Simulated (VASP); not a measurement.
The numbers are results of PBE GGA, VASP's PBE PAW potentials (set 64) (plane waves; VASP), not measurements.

VASP input:

KPOINTS:
```
kpoints
0
Gamma
14 14 14
```

**INCAR**
```
# general
SYSTEM   =  Sn
PREC     =  Accurate
ENCUT    =  400
LREAL    =  .False.
LASPH    =  .True.

# electronic loop
EDIFF    =  1E-7   # SCF stop (eV)
NELM     =  100
ALGO     =  Normal
LMAXMIX  =  4   # l cut-off of mixed one-centre charges

# smearing
ISMEAR   =  -5

# functional
GGA      =  PE   # PBE

# ions
ISIF     =  2   # forces and stress, cell fixed

# output
LWAVE    =  .False.
LCHARG   =  .True.
LORBIT   =  11   # lm-projected
NEDOS    =  601   # DOS grid
```

### POSCAR
```
Sn
1
   -2.9631240771     2.9631240771     1.6138802969
    2.9631240771    -2.9631240771     1.6138802969
    2.9631240771     2.9631240771    -1.6138802969
Sn
2
Direct
  0.2500000000   0.7500000000   0.5000000000
  1.0000000000   0.0000000000   1.0000000000
```

POTCAR, in this order: Sn_d (PBE.64 set). Program: vasp_std.

Output of the run:

OSZICAR:
```
       N       E                     dE             d eps       ncg     rms          rms(c)
DAV:   1     0.187486301805E+03    0.18749E+03   -0.13127E+04  8812   0.205E+03
DAV:   2     0.902990938837E+01   -0.17846E+03   -0.17660E+03  8816   0.407E+02
DAV:   3    -0.713597956387E+01   -0.16166E+02   -0.16033E+02 10012   0.132E+02
DAV:   4    -0.761040531639E+01   -0.47443E+00   -0.47303E+00  9948   0.250E+01
DAV:   5    -0.762828289673E+01   -0.17878E-01   -0.17867E-01 11814   0.433E+00    0.221E+00
DAV:   6    -0.761436595761E+01    0.13917E-01   -0.33517E-02 11430   0.281E+00    0.124E+00
DAV:   7    -0.761155161941E+01    0.28143E-02   -0.20892E-02 11364   0.215E+00    0.162E-01
DAV:   8    -0.761151636177E+01    0.35258E-04   -0.19124E-03  9898   0.645E-01    0.355E-02
DAV:   9    -0.761151538079E+01    0.98098E-06   -0.57335E-05 11402   0.790E-02    0.132E-02
DAV:  10    -0.761150853726E+01    0.68435E-05   -0.75601E-06 10962   0.397E-02    0.192E-03
DAV:  11    -0.761150926327E+01   -0.72601E-06   -0.29428E-07  7752   0.749E-03    0.110E-03
DAV:  12    -0.761150910687E+01    0.15640E-06   -0.60407E-08  4736   0.276E-03    0.228E-04
DAV:  13    -0.761150908967E+01    0.17198E-07   -0.11441E-08  4640   0.152E-03
   1 F= -.76115091E+01 E0= -.76115091E+01  d E =0.000000E+00
```

**OUTCAR**
```
------------------------ aborting loop because EDIFF is reached ----------------------------------------
  FORCE on cell =-STRESS in cart. coord.  units (eV):
  Direction    XX          YY          ZZ          XY          YZ          ZX
  --------------------------------------------------------------------------------------
  Total        0.0305498      0.0305498     -0.0633693      0.0000000      0.0000000      0.0000000
  in kB        0.8635508      0.8635508     -1.7912604      0.0000000      0.0000000      0.0000000
  external PRESSURE =      -0.0213862 kB  Pullay stress =       0.0000000 kB
  volume of cell :       56.68
      direct lattice vectors                 reciprocal lattice vectors
    -2.963124077  2.963124077  1.613880297     0.000000000  0.168740825  0.309812321
     2.963124077 -2.963124077  1.613880297     0.168740825  0.000000000  0.309812321
     2.963124077  2.963124077 -1.613880297     0.168740825  0.168740825  0.000000000
 POSITION                                       TOTAL-FORCE (eV/Angst)
 -----------------------------------------------------------------------------------
      2.96312      0.00000      0.80694         0.000000      0.000000      0.000000
      0.00000      0.00000      0.00000        -0.000000     -0.000000     -0.000000
 -----------------------------------------------------------------------------------
    total drift:                                0.000000     -0.000000      0.000000
  FREE ENERGIE OF THE ION-ELECTRON SYSTEM (eV)
  ---------------------------------------------------
  free  energy   TOTEN  =        -7.6115090897 eV

  energy  without entropy=       -7.6115090897  energy(sigma->0) =       -7.61150909

 total charge

# of ion       s       p       d       tot
------------------------------------------
    1        1.240   0.982   9.969  12.191
    2        1.240   0.982   9.969  12.191
--------------------------------------------------
tot          2.481   1.963  19.938  24.381
```
(Selected blocks of OUTCAR.)

### OUTCAR
```
 val. band max:        7.5829872789   @ k =   0.5000   0.3571   0.0714

 cond. band min:       7.3386811398   @ k =  -0.1429  -0.2143   0.1429


 Fermi energy:         7.4476571275

 k-point     1 :       0.0000    0.0000    0.0000
  band No.  band energies     occupation
      1     -14.1473      2.00000
      2     -14.0779      2.00000
      3     -14.0341      2.00000
      4     -14.0281      2.00000
      5     -13.8980      2.00000
      6     -13.8980      2.00000
      7     -13.8884      2.00000
      8     -13.8884      2.00000
      9     -13.8089      2.00000
     10     -13.7107      2.00000
     11      -3.3663      2.00000
     12       3.6885      2.00000
     13       5.5868      2.00000
     14       5.5868      2.00000
     15      10.4912      0.00000
     16      13.4589      0.00000
     17      13.4589      0.00000
     18      14.0073      0.00000

 k-point     2 :       0.0714    0.0000   -0.0000
  band No.  band energies     occupation
      1     -14.1446      2.00000
      2     -14.0688      2.00000
      3     -14.0309      2.00000
      4     -14.0175      2.00000
      5     -13.9044      2.00000
      6     -13.9036      2.00000
      7     -13.8892      2.00000
      8     -13.8885      2.00000
      9     -13.8104      2.00000
     10     -13.7138      2.00000
     11      -3.2689      2.00000
     12       3.5672      2.00000
     13       5.5948      2.00000
     14       5.8925      2.00000
     15      10.6573      0.00000
     16      12.8779      0.00000
     17      13.2396      0.00000
     18      13.4187      0.00000

 k-point     3 :       0.1429    0.0000    0.0000
  band No.  band energies     occupation
      1     -14.1362      2.00000
      2     -14.0443      2.00000
      3     -14.0220      2.00000
      4     -13.9911      2.00000
      5     -13.9191      2.00000
      6     -13.9111      2.00000
      7     -13.8946      2.00000
      8     -13.8932      2.00000
      9     -13.8151      2.00000
...
```

For a metal the tetrahedron method with Blöchl corrections gives inexact stress and forces. Unless said otherwise, spin-orbit coupling is left out, though it shifts the bands of the heavy elements here.

The compound is Sn in the beta structure. It was relaxed first.
